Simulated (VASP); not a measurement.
**Pb: relaxation of the atoms with LDA**

Pb:

```
CELL_PARAMETERS angstrom
0.00000 2.49097 2.49097
2.49097 0.00000 2.49097
2.49097 2.49097 0.00000
ATOMIC_POSITIONS crystal
Pb 0.00000 0.00000 0.00000
```

The cell isn't the ideal one: a relaxed cell with its volume scaled by 1.06.

```yaml
Program: VASP 6.6.1
Task: relaxation of the atoms
Functional: LDA
Potentials_or_basis: VASP PAW LDA potentials, release 64 (Pb_d)
Cutoff: 600 eV
k_mesh: 14 × 14 × 14
Occupations: methfessel-paxton, width 0.1 eV
Spin: no spin polarisation
Further_INCAR_settings: ALGO = Normal; EDIFF = 1e-07; IBRION = 2; EDIFFG = -0.01; NSW = 40
```

- Pressure after relaxing: -2.7 GPa
- Band gap on the k mesh: none (metal or under the smearing width)

Final structure:
```
Pb
1.0
     0.00000    2.49097    2.49097
     2.49097    0.00000    2.49097
     2.49097    2.49097    0.00000
Pb
1
Direct
  0.00000 0.00000 0.00000
```

Levels at points of the mesh, in eV from the Fermi level:
| k point | band 4 | band 5 | band 6 | band 7 | band 8 | band 9 | band 10 | band 11 |
| --- | --- | --- | --- | --- | --- | --- | --- | --- |
| (0.00, 0.00, 0.00) | -16.88 | -16.88 | -11.66 | 7.18 | 7.18 | 7.18 | 9.80 | 11.20 |
| (0.50, 0.00, 0.00) | -16.75 | -16.75 | -8.15 | -4.12 | 5.39 | 5.39 | 9.28 | 9.36 |
| (0.50, 0.50, 0.00) | -16.72 | -16.72 | -6.79 | -3.22 | 1.97 | 1.97 | 5.39 | 6.64 |

Wall time 26 s on 1 thread of Intel(R) Xeon(R) Platinum 8259CL CPU @ 2.50GHz (Skylake/Cascade Lake), with other jobs on the host, peak memory 0.17 GiB.

Caveat: the relaxation stopped at its first step, so nothing moved. The run has no spin-orbit coupling, so splittings on Pb are missing.
